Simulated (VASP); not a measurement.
All values below come from PBEsol GGA, VASP's PBE PAW potentials (set 64) (plane waves; VASP 6.6.1).

Input for VASP

POSCAR:
```
Pm
1
   -3.0439274791     3.0439274791     1.7179904403
    3.0439274791    -3.0439274791     1.7179904403
    3.0439274791     3.0439274791    -1.7179904403
Pm
2
Direct
  0.7500000000   0.2500000000   0.5000000000
  1.0000000000   0.0000000000   0.0000000000
```

**KPOINTS**
```
Regular mesh
0
G
12 12 12
0 0 0
```

**INCAR**
```
! general
SYSTEM  = Pm
PREC    = Accurate
ENCUT   = 480
LREAL   = F
LASPH   = T

! electronic loop
EDIFF   = 1E-7
NELM    = 100
ALGO    = Normal
LMAXMIX = 6

! smearing
ISMEAR  = 1
SIGMA   = 0.1

! functional
GGA     = PS

! ions
ISIF    = 2

! output
LWAVE   = F
LCHARG  = F
```

POTCAR, in this order: Pm_3 (PBE.64 set). Program: vasp_std.

The 4f electrons are frozen in the core of the lanthanide potential, so 4f levels, which can set the real gap, and their magnetism are missing.

Question: Predict the energy per atom (σ→0), band gap (on the k-mesh).

Answer: 
```json
{
  "energy per atom (σ→0)": "-4.758 eV/atom",
  "band gap (on the k-mesh)": "none (metal, semimetal or under 0.01 eV)"
}
```

### OSZICAR
```
...
DAV:   7    -0.951713511760E+01    0.22016E-03   -0.69350E-02  5471   0.178E+00    0.472E-01
DAV:   8    -0.951577216863E+01    0.13629E-02   -0.72520E-03  5639   0.582E-01    0.826E-02
DAV:   9    -0.951577933048E+01   -0.71619E-05   -0.13750E-04  6654   0.865E-02    0.416E-02
DAV:  10    -0.951577603806E+01    0.32924E-05   -0.78327E-06  5751   0.173E-02    0.236E-02
DAV:  11    -0.951577663779E+01   -0.59974E-06   -0.11779E-06  6052   0.846E-03    0.862E-03
DAV:  12    -0.951577642207E+01    0.21572E-06   -0.60411E-08  4202   0.184E-03    0.207E-03
DAV:  13    -0.951577635485E+01    0.67222E-07   -0.16909E-08  3551   0.971E-04
   1 F= -.95157764E+01 E0= -.95159950E+01  d E =0.655954E-03
```

The structure was generated: Pm was put into the beta-Sn type (I4_1/amd), which need not be its known phase. It was relaxed first, which changed the volume by -10 %.
